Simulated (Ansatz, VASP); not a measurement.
# Cross-check of Ru (Ru(101) slab (three-index Miller notation)) between VASP and Ansatz, part 2 of 2

One calculation is typed for both programs; each brings its own data sets. How far apart do they land? The cell is taken from a series of runs on this material, whose earlier steps may have relaxed, scaled, displaced or heated it; both programs get it as it stands.

VASP 6.6.1 and Ansatz 0.2.0.

So far: The structure; VASP: single point, PBE.

## 3. Ansatz: single point, PBE

Level of this step: Ansatz beside VASP: Kohn-Sham DFT, plane waves, PBE (Ansatz).

Ansatz runs on its default PAW (the set named soft_2) files.

The same cell, functional, mesh and smearing now go to Ansatz, which takes its cutoff from its data sets.

input.yaml reads:

```yaml
crystal:
  lattice:
    - [5.06849, 0.0, 0.0]
    - [1.45432, 5.23162, 0.0]
    - [0.0, 0.0, 27.70807]
  atoms:
    - { symbol: Ru, position: [0.92502, 0.01874, 0.27068] }
    - { symbol: Ru, position: [0.46366, 0.38408, 0.28308] }
    - { symbol: Ru, position: [0.15685, 0.21079, 0.34505] }
    - { symbol: Ru, position: [0.69549, 0.07613, 0.35745] }
    - { symbol: Ru, position: [0.38868, 0.40283, 0.41943] }
    - { symbol: Ru, position: [0.92732, 0.26817, 0.43182] }
    - { symbol: Ru, position: [0.62051, 0.09487, 0.4938] }
    - { symbol: Ru, position: [0.15915, 0.46021, 0.5062] }
    - { symbol: Ru, position: [0.85234, 0.28691, 0.56818] }
    - { symbol: Ru, position: [0.39098, 0.15225, 0.58057] }
    - { symbol: Ru, position: [0.08417, 0.47896, 0.64255] }
    - { symbol: Ru, position: [0.62281, 0.3443, 0.65495] }
    - { symbol: Ru, position: [0.31601, 0.171, 0.71692] }
    - { symbol: Ru, position: [0.85464, 0.03634, 0.72932] }
    - { symbol: Ru, position: [0.92502, 0.51874, 0.27068] }
    - { symbol: Ru, position: [0.46366, 0.88408, 0.28308] }
    - { symbol: Ru, position: [0.15685, 0.71079, 0.34505] }
    - { symbol: Ru, position: [0.69549, 0.57613, 0.35745] }
    - { symbol: Ru, position: [0.38868, 0.90283, 0.41943] }
    - { symbol: Ru, position: [0.92732, 0.76817, 0.43182] }
    - { symbol: Ru, position: [0.62051, 0.59487, 0.4938] }
    - { symbol: Ru, position: [0.15915, 0.96021, 0.5062] }
    - { symbol: Ru, position: [0.85234, 0.78691, 0.56818] }
    - { symbol: Ru, position: [0.39098, 0.65225, 0.58057] }
    - { symbol: Ru, position: [0.08417, 0.97896, 0.64255] }
    - { symbol: Ru, position: [0.62281, 0.8443, 0.65495] }
    - { symbol: Ru, position: [0.31601, 0.671, 0.71692] }
    - { symbol: Ru, position: [0.85464, 0.53634, 0.72932] }
kpoints:
  mp_grid: { grid: [5, 5, 1] }
hamiltonian:
  xc: pbe
scf:
  occupations: { method: fermi_dirac, width: 0.1 }
output:
  forces: true
```

On the command line:

```
$ ansatz run input.yaml --threads 6 --pin off --max-ram 102400MiB --backend cuda --events-out ev --progress --plain --runs-dir out
```

Numbers of over 12 decimals in the logs are rounded to 6 here.

What it wrote:

```text
Warning: the atoms were moved onto the symmetric positions of the space group found under crystal.symmetry.tolerance 1.0e-5 (fractional; no operation is sought that the atoms, as they stand in a round, miss by more than twice it, and no atom is moved by as much as it), and the run uses the moved positions. Before a round's move an operation carried an atom to 4.20e-5 Å from where it should land, the largest such dist [...]
Engine: ansatz 0.2.0, x86_64-unknown-linux-gnu
Pseudopotentials: kind: paw
Pseudopotential: Ru, paw, valence charge 16, recommended cutoff 420 eV (normal), Ru.paw.azcp
Functional definition: PBE
  parameter kappa = 0.804
  parameter beta = 0.066725
  exchange = pbe_x(kappa = kappa, mu = beta*pi^2/3)
  correlation = pbe_c(beta = beta)
concurrent solve slots: 5 of 6 are kept, ahead of what memory takes: no pass of the eigensolver takes more rounds on 5
device memory: the entry about to start is reckoned to put 12.5 GiB on a device that reports 64.0 GiB free
GPU FFT provider: cuFFT
GPU libraries: cuBLAS 13.8.2, cuFFT 12.4.0, cuSOLVER 12.3.4
Crystal: 28 atoms, lattice volume = 734.719 Å³
Basis set: ecut = 420 eV, 14339 PW (Γ), exchange–correlation on 72×80×384 points (8 copies of the dense FFT grid, shifted against one another)
Bands: 269, of which v1, the nominal top of the filled ones, is band 224 counted from 1 (223 counted from 0)
Symmetry: 4 space group operations
Space group: C2/m (ITA 12), of the structure as read, at distance tolerance 9.0e-5 Å
k-points: 13 of 25
Non-local potential: Ru, projectors of the file, l = 0: 3, l = 1: 2, l = 2: 2, l = 3: 1
PAW form: soft (Blöchl's): semilocal exchange-correlation on the pseudo side does not see the compensation charge
PAW one-centre angular grid: Ru, 590 points (default); XC on 64 Gauss nodes
Initial density: superposition of atomic densities (neutral atoms: chi_scale 0, normalization atom), corrected by the library's trained network
Initial wavefunctions: pseudopotential atomic-orbital guess
GPU buffer pool allocated for 276480 grid points (all kernels)
GPU transforms: local potential and band sums: pruned to the plane-wave sphere, on 36×40×192
Functional: x = pbe(κ = 0.804, μ = 0.219515), c = pbe(β = 0.066725)
SCF iter   1: F=—  HF=-164593.844066 eV  |F-HF|=—  |Δ(HF+E_count)|=         —  Δρ=1.25e-2  dr2=1.43e1  ethr=1.77e-3  ⟨swp⟩=7.0  Hψ=14032  notcnv=0  defer=8
preconditioner: auto → LDOS  [metal: Δε(μ)=0.036 eV  Ē_g=4.426 eV  σ=0.100 eV  W_gap=0.09  n_scr=186 (ndim 8)  ℏωp=20.5 eV  f_vac=0.432  D(μ)=30.05/eV (n_scr^D=254)  β→1.0]
SCF iter   2: F=—  HF=-164593.727915 eV  |F-HF|=—  |Δ(HF+E_count)|=   1.16e-1  Δρ=4.42e-3  dr2=4.25e-1  ethr=1.77e-3  ⟨swp⟩=1.2  Hψ=4033  notcnv=0  defer=7
SCF iter   3: F=—  HF=-164593.712861 eV  |F-HF|=—  |Δ(HF+E_count)|=   1.51e-2  Δρ=1.26e-3  dr2=1.75e-2  ethr=9.49e-5  ⟨swp⟩=1.9  Hψ=4504  notcnv=0  defer=9
SCF iter   4: F=—  HF=-164593.712654 eV  |F-HF|=—  |Δ(HF+E_count)|=   2.07e-4  Δρ=1.54e-4  dr2=3.40e-4  ethr=3.91e-6  ⟨swp⟩=2.1  Hψ=5320  notcnv=0  defer=9
SCF iter   5: F=—  HF=-164593.709823 eV  |F-HF|=—  |Δ(HF+E_count)|=   2.83e-3  Δρ=7.28e-5  dr2=7.55e-5  ethr=7.58e-8  ⟨swp⟩=3.2  Hψ=7081  notcnv=0  defer=9
SCF iter   6: F=—  HF=-164593.712033 eV  |F-HF|=—  |Δ(HF+E_count)|=   2.21e-3  Δρ=2.50e-5  dr2=1.33e-5  ethr=1.69e-8  ⟨swp⟩=2.5  Hψ=5534  notcnv=0  defer=9
SCF iter   7: F=—  HF=-164593.712032 eV  |F-HF|=—  |Δ(HF+E_count)|=   1.43e-6  Δρ=9.47e-6  dr2=1.32e-6  ethr=2.96e-9  ⟨swp⟩=2.6  Hψ=5374  notcnv=0  defer=9
SCF iter   8: F=—  HF=-164593.712033 eV  |F-HF|=—  |Δ(HF+E_count)|=   7.77e-7  Δρ=4.44e-6  dr2=2.29e-7  ethr=2.95e-10  ⟨swp⟩=3.2  Hψ=6594  notcnv=0  defer=9
SCF iter   9: F=-164593.712033 eV  HF=-164593.712033 eV  |F-HF|=5.26e-8  |Δ(HF+E_count)|=   4.66e-7  Δρ=1.36e-6  dr2=1.32e-8  ethr=2.23e-11  ⟨swp⟩=5.0  Hψ=12068  notcnv=0
SCF 1 converged in 9 iterations: F = -164593.712033 eV  dr2 = 1.32e-8
  greatest PAW one-centre occupation: 0.998 electrons in one spin orbital (limit 2), on the Ru atom at site 27 (counted from 0), in its partial waves of l = 0
SCF converged after 9 iterations
Free energy (F): -164593.712033 eV
Harris-Foulkes:  -164593.712033 eV  (|F-HF|=5.26e-8)
Internal energy: -164592.688591 eV  (E = F + TS)
E sigma→0 (E₀):  -164593.200312 eV
Entropy (-TS):   -1.023443 eV (-36.552 meV/atom)
Fermi energy:    9.823746 eV
--- Per-component energies (eV) ---
  E_band       = -7555.201458
  E_kinetic    = 14377.406348
  E_local      = -771317.168166  (includes V_loc(G=0)·N_el)
  E_nonlocal   = 9615.031292
  E_hartree    = 376328.841651
  E_xc         = -5319.686839
  E_vxc        = -6676.612784  (∫ρ·V_xc dr)
  E_paw        = -96903.406641  (= ΣΔE_a)
  E_vpaw       = -6211.571443  (= ΣTr[D̂ρ^β])
  E_aug_tail   = -0.005374  (compensation charges beyond the density's cutoff)
  E_ewald      = 308626.299138
  E_smearing   = -1.023443  (= −TS)
  E_closure    = -0.000000  (closes the sum)
  Σ components = -164593.712033   (vs F -164593.712033, Δ=0.00e0)
--- Forces (eV/Å), atoms counted from 1 ---
  atom   1  Ru    -0.14216022     0.03156398     0.93416411
  atom   2  Ru     0.15360836    -0.04208555     0.27125835
  atom   3  Ru    -0.16224692     0.04643905    -0.59506320
  atom   4  Ru     0.14237142    -0.03917256    -0.90794526
  atom   5  Ru    -0.01883267     0.00437879     0.06918025
  atom   6  Ru    -0.00733922     0.00157305     0.02350896
  atom   7  Ru    -0.00088379    -0.00285190    -0.09423492
  atom   8  Ru     0.00088379     0.00285190     0.09423492
  atom   9  Ru     0.00733922    -0.00157305    -0.02350896
  atom  10  Ru     0.01883267    -0.00437879    -0.06918025
  atom  11  Ru    -0.14237142     0.03917256     0.90794526
  atom  12  Ru     0.16224692    -0.04643905     0.59506320
  atom  13  Ru    -0.15360836     0.04208555    -0.27125835
  atom  14  Ru     0.14216022    -0.03156398    -0.93416411
  atom  15  Ru    -0.14216022     0.03156398     0.93416411
  atom  16  Ru     0.15360836    -0.04208555     0.27125835
  atom  17  Ru    -0.16224692     0.04643905    -0.59506320
  atom  18  Ru     0.14237142    -0.03917256    -0.90794526
  atom  19  Ru    -0.01883267     0.00437879     0.06918025
  atom  20  Ru    -0.00733922     0.00157305     0.02350896
  atom  21  Ru    -0.00088379    -0.00285190    -0.09423492
  atom  22  Ru     0.00088379     0.00285190     0.09423492
  atom  23  Ru     0.00733922    -0.00157305    -0.02350896
  atom  24  Ru     0.01883267    -0.00437879    -0.06918025
  atom  25  Ru    -0.14237142     0.03917256     0.90794526
  atom  26  Ru     0.16224692    -0.04643905     0.59506320
  atom  27  Ru    -0.15360836     0.04208555    -0.27125835
  atom  28  Ru     0.14216022    -0.03156398    -0.93416411
  max |Σ_I F_I| component: 1.11e-16 eV/Å
```

## 4. Differences

Known differences besides the potentials themselves: the data sets hold 448 valence electrons in Ansatz (on its default PAW (the set named soft_2) files) and 392 in VASP; the cutoff is 420 eV in Ansatz and 400 eV in VASP. Total energies have different zeros and are not compared.

Forces on 7 of the 28 atoms, those with the largest forces and the largest differences (eV/Å; atoms numbered as in POSCAR):

```csv
atom,"Ansatz x, y, z","VASP x, y, z"
Ru1,"-0.142, 0.032, 0.934","-0.141, 0.031, 0.929"
Ru11,"-0.142, 0.039, 0.908","-0.142, 0.039, 0.910"
Ru14,"0.142, -0.032, -0.934","0.141, -0.031, -0.929"
Ru15,"-0.142, 0.032, 0.934","-0.141, 0.031, 0.929"
Ru18,"0.142, -0.039, -0.908","0.142, -0.039, -0.910"
Ru25,"-0.142, 0.039, 0.908","-0.142, 0.039, 0.910"
Ru28,"0.142, -0.032, -0.934","0.141, -0.031, -0.929"
```

The forces differ by 1.7 meV/Å r.m.s., which is 0.5 % of the r.m.s. force of 0.326 eV/Å (both taken over all components). With vacuum in the cell, a pressure given here is an average over mostly empty space and none of the material.

## 5. Summary of results

```
r.m.s. force difference (single point, PBE) : 0.51 % of the r.m.s. force
```

The r.m.s. force difference is 0.51 % of the r.m.s. force (single point, PBE), within the 3 % picked in this series as the mark of a large difference. The data sets hold unlike numbers of valence electrons (448 in Ansatz and 392 in VASP), so part of the differences comes from the potentials. Such differences can come from data sets, numerical settings and the points named under the comparisons, not from the functional's error against experiment.

[Lines on the potential files, build, host, timing and source positions are cut from VASP's logs without a mark.]

[Logs are printed without paths, hosts, clocks, repeated set-up lines and the standing remarks that a program may print on its own settings, such as how far it seeks lower states.]

[Hosts, paths, dates, database ids (printed as entryN), source tags and the programs' standing remarks are cut or masked in the printed files.]
